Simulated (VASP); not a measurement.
All values below come from LDA (Ceperley-Alder, Perdew-Zunger), VASP's LDA PAW potentials (set 64) (plane waves; VASP 6.6.1).

The input files of a VASP run:

**POSCAR**
```
FeAl
1
    2.8135222171    -0.0000000000    -0.0000000000
   -0.0000000000     2.8135222171     0.0000000000
   -0.0000000000    -0.0000000000     2.8135222171
Al Fe
1 1
Direct
  0.5000000000   0.5000000000   0.5000000000
  0.0000000000   0.0000000000   0.0000000000
```

INCAR:
```
LASPH = .TRUE.   ! aspherical one-centre terms
LMAXMIX = 4   ! l cut-off of mixed one-centre charges
EDIFFG = -0.02   ! ionic stop
LCHARG = .FALSE.
ISIF = 3   ! ions, shape and volume
IBRION = 2
NSW = 40
ENCUT = 500
SYSTEM = FeAl
ALGO = Normal   ! blocked Davidson
LREAL = .FALSE.
NELM = 100   ! most electronic steps
PREC = Accurate
EDIFF = 1E-6   ! SCF stop (eV)
ISMEAR = 1
SIGMA = 0.1
LWAVE = .FALSE.
```

### KPOINTS
```
Automatic
0
gamma
 13 13 13
0 0 0
```

POTCAR, in this order: Al Fe (LDA.64 set). Program: vasp_std.

Output of the run:

OSZICAR:
```
       N       E                     dE             d eps       ncg     rms          rms(c)
DAV:   1     0.300063640557E+02    0.30006E+02   -0.49870E+03  1536   0.122E+03
DAV:   2    -0.149369830640E+02   -0.44943E+02   -0.43106E+02  1513   0.177E+02
DAV:   3    -0.161900186551E+02   -0.12530E+01   -0.12365E+01  1846   0.418E+01
DAV:   4    -0.162123108484E+02   -0.22292E-01   -0.22257E-01  1964   0.484E+00
DAV:   5    -0.162126734308E+02   -0.36258E-03   -0.36257E-03  1863   0.511E-01    0.142E+01
DAV:   6    -0.176895919811E+02   -0.14769E+01   -0.65827E+01  1717   0.137E+02    0.161E+01
DAV:   7    -0.143707834427E+02    0.33188E+01   -0.31367E+01  1708   0.852E+01    0.252E+00
DAV:   8    -0.143246906124E+02    0.46093E-01   -0.21804E-01  1823   0.624E+00    0.133E+00
DAV:   9    -0.143075345233E+02    0.17156E-01   -0.38372E-02  1964   0.293E+00    0.325E-01
DAV:  10    -0.143071285790E+02    0.40594E-03   -0.62398E-04  1848   0.373E-01    0.162E-01
DAV:  11    -0.143070964878E+02    0.32091E-04   -0.27113E-05  1681   0.442E-02    0.861E-03
DAV:  12    -0.143070957917E+02    0.69609E-06   -0.18575E-06  1254   0.193E-02
   1 F= -.14307096E+02 E0= -.14306958E+02  d E =-.143071E+02
```

### OUTCAR
```
------------------------ aborting loop because EDIFF is reached ----------------------------------------
  FORCE on cell =-STRESS in cart. coord.  units (eV):
  Direction    XX          YY          ZZ          XY          YZ          ZX
  --------------------------------------------------------------------------------------
  Total        0.0118517      0.0118517      0.0118517     -0.0000000     -0.0000000      0.0000000
  in kB        0.8525908      0.8525908      0.8525908     -0.0000000     -0.0000000      0.0000000
  external PRESSURE =       0.8525908 kB  Pullay stress =       0.0000000 kB
  volume of cell :       22.27
      direct lattice vectors                 reciprocal lattice vectors
     2.813522217  0.000000000  0.000000000     0.355426374  0.000000000  0.000000000
     0.000000000  2.813522217  0.000000000     0.000000000  0.355426374  0.000000000
     0.000000000  0.000000000  2.813522217     0.000000000  0.000000000  0.355426374
 POSITION                                       TOTAL-FORCE (eV/Angst)
 -----------------------------------------------------------------------------------
      1.40676      1.40676      1.40676         0.000000      0.000000      0.000000
      0.00000      0.00000      0.00000         0.000000      0.000000      0.000000
 -----------------------------------------------------------------------------------
    total drift:                                0.000000      0.000000      0.000000
  FREE ENERGIE OF THE ION-ELECTRON SYSTEM (eV)
  ---------------------------------------------------
  free  energy   TOTEN  =       -14.3070957917 eV

  energy  without entropy=      -14.3066831418  energy(sigma->0) =      -14.30695824

 reached required accuracy - stopping structural energy minimisation
```
(Selected blocks of OUTCAR.)

OUTCAR:
```
 val. band max:        8.3816959003   @ k =   0.1538   0.1538   0.0000

 cond. band min:       8.3895838564   @ k =   0.4615   0.1538   0.0769


 Fermi energy:         8.3889601653

 k-point     1 :       0.0000    0.0000    0.0000
  band No.  band energies     occupation
      1      -2.2182      2.00000
      2       5.9089      2.00000
      3       5.9089      2.00000
      4       8.5633     -0.03336
      5       8.5633     -0.03336
      6       8.5633     -0.03336
      7      15.2331      0.00000
      8      15.2331      0.00000
      9      15.2331      0.00000

 k-point     2 :       0.0769    0.0000    0.0000
  band No.  band energies     occupation
      1      -2.1019      2.00000
      2       5.8999      2.00000
      3       5.9457      2.00000
      4       8.4860     -0.04347
      5       8.4860     -0.04347
      6       8.5715     -0.02696
      7      14.2769      0.00000
      8      15.4049      0.00000
      9      15.4049      0.00000

 k-point     3 :       0.1538    0.0000    0.0000
  band No.  band energies     occupation
      1      -1.7560      2.00000
      2       5.8324      2.00000
      3       6.0501      2.00000
      4       8.2844      2.05848
      5       8.2844      2.05848
      6       8.5941     -0.01349
      7      12.6957      0.00000
      8      15.8913      0.00000
      9      15.8913      0.00000

 k-point     4 :       0.2308    0.0000    0.0000
  band No.  band energies     occupation
      1      -1.1892      2.00000
      2       5.5800      2.00000
      3       6.2030      2.00000
      4       8.0263      2.00000
      5       8.0263      2.00000
      6       8.6262     -0.00401
      7      11.3005      0.00000
      8      16.6288      0.00000
      9      16.6288      0.00000

 k-point     5 :       0.3077    0.0000    0.0000
  band No.  band energies     occupation
      1      -0.4167      2.00000
      2       4.9780      2.00000
      3       6.3737      2.00000
...
```

The compound is FeAl in the CsCl type structure. It was relaxed first, which changed the volume by -10 %. The run is not spin-polarised, so no magnetic state was tried. The electron count is odd and the run is not spin-polarised, which forces a metal.
